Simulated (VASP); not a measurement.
Given:

```xyz
64
Lattice="10.9371 0.0000 0.0000 0.0000 10.9371 0.0000 0.0000 0.0000 10.9371" Properties=species:S:1:pos:R:3 pbc="T T T"
Si     5.4685     0.0000     0.0000
Si     6.8357     1.3671     1.3671
Si     8.2028     2.7343     0.0000
Si     9.5699     4.1014     1.3671
Si     8.2028     0.0000     2.7343
Si     9.5699     1.3671     4.1014
Si     0.0000     0.0000     0.0000
Si     1.3671     1.3671     1.3671
Si     2.7343     2.7343     0.0000
Si     4.1014     4.1014     1.3671
Si     5.4685     5.4685     0.0000
Si     6.8357     6.8357     1.3671
Si     8.2028     8.2028     0.0000
Si     9.5699     9.5699     1.3671
Si     2.7343     0.0000     2.7343
Si     4.1014     1.3671     4.1014
Si     5.4685     2.7343     2.7343
Si     6.8404     4.1485     4.1414
Si     8.2028     5.4685     2.7343
Si     9.5699     6.8357     4.1014
Si     5.4685     0.0000     5.4685
Si     6.8357     1.3671     6.8357
Si     8.2028     2.7343     5.4685
Si     9.5699     4.1014     6.8357
Si     8.2028     0.0000     8.2028
Si     9.5699     1.3671     9.5699
Si     0.0000     5.4685     0.0000
Si     1.3671     6.8357     1.3671
Si     2.7343     8.2028     0.0000
Si     4.1014     9.5699     1.3671
Si     0.0000     2.7343     2.7343
Si     1.3671     4.1014     4.1014
Si     2.7343     5.4685     2.7343
Si     4.1121     6.8549     4.1055
Si     5.4685     8.2028     2.7343
Si     6.8357     9.5699     4.1014
Si     0.0000     0.0000     5.4685
Si     1.3671     1.3671     6.8357
Si     2.7343     2.7343     5.4685
Si     4.1136     4.1486     6.8524
Si     6.8117     6.7944     6.8532
Si     8.2028     8.2028     5.4685
Si     9.5699     9.5699     6.8357
Si     2.7343     0.0000     8.2028
Si     4.1014     1.3671     9.5699
Si     5.4685     2.7343     8.2028
Si     6.8357     4.1014     9.5699
Si     8.2028     5.4685     8.2028
Si     9.5699     6.8357     9.5699
Si     0.0000     8.2028     2.7343
Si     1.3671     9.5699     4.1014
Si     0.0000     5.4685     5.4685
Si     1.3671     6.8357     6.8357
Si     2.7343     8.2028     5.4685
Si     4.1014     9.5699     6.8357
Si     0.0000     2.7343     8.2028
Si     1.3671     4.1014     9.5699
Si     2.7343     5.4685     8.2028
Si     4.1014     6.8357     9.5699
Si     5.4685     8.2028     8.2028
Si     6.8357     9.5699     9.5699
Si     0.0000     8.2028     8.2028
Si     1.3671     9.5699     9.5699
Bi     5.4632     5.4408     5.5074
```
Cell charge -1.

These are PBE GGA, VASP's PBE PAW potentials (set 64) (plane waves; VASP 6.6.1) values and carry that method's errors. Run with PREC = Normal, LREAL = Auto, ISYM = 0, NELECT = 258.0, EDIFF = 1E-5, 400 eV cut-off, 1×1×1 Γ-centred mesh, Gaussian smearing of 0.050 eV, potentials Si Bi.

The cell is charged, with a uniform compensating background. The supercell is sampled at Γ alone, which is coarse: total energies, pressure and levels can be off, energies of defects by several tenths of an eV.

Q: The ions are relaxed. Predict the relaxed structure.

A: 
```xyz
64
Lattice="10.9371 0.0000 0.0000 0.0000 10.9371 0.0000 0.0000 0.0000 10.9371" Properties=species:S:1:pos:R:3 pbc="T T T"
Si     5.4678     0.0013     0.0032
Si     6.8410     1.3614     1.3641
Si     8.2026     2.7336     0.0069
Si     9.5754     4.0960     1.3638
Si     8.2028     0.0054     2.7360
Si     9.5773     1.3616     4.0955
Si    10.9370    10.9371    10.9369
Si     1.3769     1.3767     1.3764
Si     2.7361     2.7355    10.9333
Si     4.0947     4.0941     1.3741
Si     5.4678     5.4676     0.0020
Si     6.8437     6.8436     1.3702
Si     8.2025     8.2026    10.9313
Si     9.5609     9.5610     1.3767
Si     2.7362    10.9352     2.7364
Si     4.0962     1.3754     4.0956
Si     5.4664     2.7012     2.7002
Si     7.0229     3.9232     3.9208
Si     8.2419     5.4780     2.6975
Si     9.5671     6.8449     4.0956
Si     5.4683     0.0004     5.4685
Si     6.8429     1.3726     6.8427
Si     8.2414     2.6977     5.4748
Si     9.5673     4.0936     6.8443
Si     8.2016    10.9333     8.2019
Si     9.5609     1.3767     9.5606
Si    10.9359     5.4683     0.0042
Si     1.3610     6.8413     1.3630
Si     2.7340     8.2037     0.0074
Si     4.0956     9.5779     1.3632
Si    10.9335     2.7358     2.7356
Si     1.3732     4.0954     4.0943
Si     2.6993     5.4648     2.6985
Si     3.9200     7.0231     3.9182
Si     5.4765     8.2423     2.6964
Si     6.8443     9.5662     4.0958
Si    10.9349    10.9357     5.4687
Si     1.3602     1.3596     6.8409
Si     2.6961     2.6974     5.4650
Si     3.9026     3.9096     7.0379
Si     7.0205     7.0186     7.0267
Si     8.2376     8.2375     5.4655
Si     9.5735     9.5757     6.8410
Si     2.7354     0.0058     8.2024
Si     4.0960     1.3607     9.5778
Si     5.4753     2.6960     8.2433
Si     6.8438     4.0931     9.5687
Si     8.2426     5.4604     8.2439
Si     9.5781     6.8415     9.5778
Si     0.0061     8.2036     2.7355
Si     1.3615     9.5788     4.0954
Si     0.0002     5.4684     5.4684
Si     1.3701     6.8453     6.8422
Si     2.6969     8.2421     5.4741
Si     4.0944     9.5665     6.8439
Si     0.0063     2.7347     8.2028
Si     1.3597     4.0965     9.5800
Si     2.6912     5.4804     8.2468
Si     4.0944     6.8454     9.5693
Si     5.4628     8.2423     8.2427
Si     6.8414     9.5787     9.5779
Si    10.9311     8.2033     8.2018
Si     1.3767     9.5611     9.5605
Bi     5.4596     5.4643     5.4794
```
Cell charge -1.

Q: How much energy does the relaxation gain?

A: The energy (σ→0) changes by -47.9 meV/atom, in 10 ionic steps.

```csv
step,E(σ→0) (eV),max force (eV/Å),pressure (GPa),volume (Å³)
1,-328.1885,5.641,3.31,1308.29
2,-330.8442,1.588,2.93,1308.29
3,-330.9541,1.114,2.92,1308.29
4,-331.1997,0.234,2.84,1308.29
5,-331.2060,0.240,2.84,1308.29
6,-331.2398,0.102,2.83,1308.29
7,-331.2435,0.099,2.83,1308.29
8,-331.2507,0.038,2.83,1308.29
9,-331.2513,0.045,2.83,1308.29
10,-331.2529,0.025,2.84,1308.29
```

The cell is a supercell with a defect, built from Si (diamond): Bi_Si, charge -1. The run is not spin-polarised, so no state with unpaired spins was tried.
